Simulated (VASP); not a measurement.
Method: vdW-DF2, VASP's PBE PAW potentials (set 64) (plane waves; VASP 6.6.1).

A VASP calculation is set up with these files.

**KPOINTS**
```
Automatic mesh
0
Gamma
18 18 18
0 0 0
```

**POSCAR**
```
W
1
   -1.6229779067     1.6229779067     1.6229779067
    1.6229779067    -1.6229779067     1.6229779067
    1.6229779067     1.6229779067    -1.6229779067
W
1
Direct
  0.0000000000   0.0000000000   0.0000000000
```

**INCAR**
```
SYSTEM = W
PREC = Accurate
ENCUT = 520
EDIFF = 1E-7
NELM = 100
ALGO = Normal
LREAL = .FALSE.
LASPH = .TRUE.
ISMEAR = -5
GGA = ML
ZAB_VDW = -1.8867
LUSE_VDW = .TRUE.
AGGAC = 0.0
LMAXMIX = 6
LWAVE = .FALSE.
LCHARG = .TRUE.
LORBIT = 11
NEDOS = 601
ISIF = 2
```

POTCAR, in this order: W_sv (PBE.64 set). Program: vasp_std.

The run wrote:

**OSZICAR**
```
       N       E                     dE             d eps       ncg     rms          rms(c)
DAV:   1     0.826491144347E+02    0.82649E+02   -0.79770E+03  4298   0.144E+03
DAV:   2    -0.730341440167E+01   -0.89953E+02   -0.87237E+02  4626   0.335E+02
DAV:   3    -0.896367971008E+01   -0.16603E+01   -0.16442E+01  4924   0.445E+01
DAV:   4    -0.897326323250E+01   -0.95835E-02   -0.95787E-02  4643   0.372E+00
DAV:   5    -0.897334963418E+01   -0.86402E-04   -0.86389E-04  4746   0.357E-01    0.175E+01
DAV:   6    -0.854107427992E+01    0.43228E+00   -0.58203E-01  4506   0.102E+01    0.648E+00
DAV:   7    -0.845138502535E+01    0.89689E-01   -0.28071E-01  4675   0.679E+00    0.781E-01
DAV:   8    -0.845188579224E+01   -0.50077E-03   -0.63157E-03  4392   0.111E+00    0.158E-01
DAV:   9    -0.845213241438E+01   -0.24662E-03   -0.22437E-04  4734   0.206E-01    0.736E-02
DAV:  10    -0.845212164948E+01    0.10765E-04   -0.54372E-05  4584   0.113E-01    0.264E-03
DAV:  11    -0.845212183504E+01   -0.18556E-06   -0.54000E-07  4447   0.113E-02    0.101E-03
DAV:  12    -0.845212032749E+01    0.15076E-05   -0.60208E-08  2883   0.327E-03    0.427E-04
DAV:  13    -0.845212041041E+01   -0.82926E-07   -0.19187E-09  2274   0.730E-04
   1 F= -.84521204E+01 E0= -.84521204E+01  d E =0.000000E+00
```

File OUTCAR:
```
------------------------ aborting loop because EDIFF is reached ----------------------------------------
  FORCE on cell =-STRESS in cart. coord.  units (eV):
  Direction    XX          YY          ZZ          XY          YZ          ZX
  --------------------------------------------------------------------------------------
  Total       -0.0195404     -0.0195404     -0.0195404     -0.0000000     -0.0000000     -0.0000000
  in kB       -1.8308269     -1.8308269     -1.8308269     -0.0000000     -0.0000000     -0.0000000
  external PRESSURE =      -1.8308269 kB  Pullay stress =       0.0000000 kB
  volume of cell :       17.10
      direct lattice vectors                 reciprocal lattice vectors
    -1.622977907  1.622977907  1.622977907     0.000000000  0.308075666  0.308075666
     1.622977907 -1.622977907  1.622977907     0.308075666  0.000000000  0.308075666
     1.622977907  1.622977907 -1.622977907     0.308075666  0.308075666  0.000000000
 POSITION                                       TOTAL-FORCE (eV/Angst)
 -----------------------------------------------------------------------------------
      0.00000      0.00000      0.00000         0.000000     -0.000000     -0.000000
 -----------------------------------------------------------------------------------
    total drift:                               -0.000000     -0.000000      0.000000
  FREE ENERGIE OF THE ION-ELECTRON SYSTEM (eV)
  ---------------------------------------------------
  free  energy   TOTEN  =        -8.4521204104 eV

  energy  without entropy=       -8.4521204104  energy(sigma->0) =       -8.45212041

 total charge

# of ion       s       p       d       tot
------------------------------------------
    1        2.387   6.298   3.277  11.962
```
(Selected blocks of OUTCAR.)

For a metal the tetrahedron method with Blöchl corrections gives inexact stress and forces.

The compound is W in the bcc structure. It was relaxed first, which changed the volume by +8 %.
